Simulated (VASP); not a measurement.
Data:

```xyz
4
Lattice="3.9587 0.0000 0.0000 -1.9793 3.4283 0.0000 0.0000 0.0000 6.5206" Properties=species:S:1:pos:R:3 pbc="T T T"
Be     1.9793     1.1428     3.2634
Be     0.0000     2.2856     0.0031
Te     1.9793     1.1428     5.7024
Te     0.0000     2.2856     2.4422
```

Method: PBEsol GGA, VASP's PBE PAW potentials (set 64) (plane waves; VASP). Run with 400 eV cut-off, 7×7×4 Γ-centred mesh, tetrahedra with Blöchl corrections, potentials Be Te.

Task: Estimate the energy per atom (σ→0).

Result: 
```
Quantity                                Value
---------------------  ----------------------
energy per atom (σ→0)  -395.9 kJ/mol of atoms
```

Only differences to runs with the same potentials and settings are physical.

The structure comes from a computed database's BeTe entry (P6_3mc); how it stands against other phases isn't given here. It was relaxed first.
